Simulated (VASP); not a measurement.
Input for VASP

**POSCAR**
```
BaS
1.0
  0.0000000000   3.2724470000   3.2724470000
  3.2724470000   0.0000000000   3.2724470000
  3.2724470000   3.2724470000   0.0000000000
Ba S
1 1
Direct
  0.0000000000   0.0000000000   0.0000000000
  0.5000000000   0.5000000000   0.5000000000
```

### INCAR
```
! general
SYSTEM  = BaS
PREC    = Accurate
ENCUT   = 150
LREAL   = .FALSE.
LASPH   = .TRUE.

! electronic loop
EDIFF   = 1E-6
NELM    = 100
ALGO    = Normal
LMAXMIX = 4

! smearing
ISMEAR  = -1
SIGMA   = 0.136

! functional
GGA     = PS

! ions
ISIF    = 2

! output
LWAVE   = .FALSE.
LCHARG  = .FALSE.
```

KPOINTS:
```
Regular mesh
0
gamma
8 8 8
0.5 0.5 0.5
```

POTCAR, in this order: Ba_sv S (PBE.64 set). Program: vasp_std.

Q: Translate this PBEsol calculation to Quantum ESPRESSO's pw.x.

A: One equivalent input (not run):
```
&CONTROL
  calculation = 'scf'
  pseudo_dir = './pseudo'
  outdir = './out'
  tprnfor = .true.
  tstress = .true.
/
&SYSTEM
  ibrav = 0
  nat = 2
  ntyp = 2
  ecutwfc = 56.6
  occupations = 'smearing'
  smearing = 'fermi-dirac'
  degauss = 0.009996
  input_dft = 'pbesol'
/
&ELECTRONS
  conv_thr = 7.3e-08
  electron_maxstep = 100
/
ATOMIC_SPECIES
  Ba 137.327 Ba.upf
  S 32.060 S.upf
CELL_PARAMETERS angstrom
     0.0000000    3.2724470    3.2724470
     3.2724470    0.0000000    3.2724470
     3.2724470    3.2724470    0.0000000
ATOMIC_POSITIONS crystal
  Ba   0.0000000  0.0000000  0.0000000
  S    0.5000000  0.5000000  0.5000000
K_POINTS automatic
  8 8 8 1 1 1
```
Limits of the translation: the potentials are each code's own (VASP's PAW set, PseudoDojo norm-conserving files in pw.x), so ENCUT and ecutwfc are chosen apart and not converted; conv_thr bounds pw.x's estimated SCF error, while EDIFF bounds the energy change between steps.

The structure comes from a computed database's BaS entry; how it stands against other phases isn't given here. The cell was not relaxed at this level. The run is one of a series of settings (ENCUT = 150, ISMEAR = -1, SIGMA = 0.136, KPOINTS 8×8×8 Γ-centred mesh shifted by (0.5, 0.5, 0.5) against the base run), some of them coarse on purpose.
